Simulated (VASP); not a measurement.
Input:

```xyz
2
Lattice="0.0000 3.2592 3.2592 3.2592 0.0000 3.2592 3.2592 3.2592 0.0000" Properties=species:S:1:pos:R:3 pbc="T T T"
In     6.5184     6.5184     6.5184
Sb     1.6296     1.6296     1.6296
```

Calculation: PBEsol GGA, VASP's PBE PAW potentials (set 64) (plane waves; VASP). Settings: 480 eV cut-off, 10×10×10 Γ-centred mesh, first-order Methfessel-Paxton smearing of 0.10 eV, potentials In_d Sb.

Unless said otherwise, spin-orbit coupling is left out, though it shifts the bands of the heavy elements here.

Problem. What does the run give for the energy per atom (σ→0), band gap (on the k-mesh) with the smallest direct gap where there is one?

Solution. 
| Item | Value |
|---|---|
| band gap (on the k-mesh) | none (metal, semimetal or under 0.01 eV) |
| energy per atom (σ→0) | -3.850 eV/atom |

The absolute energy has meaning only against runs of the same code, potentials and settings.

The compound is InSb in the zinc blende structure. It was relaxed first.
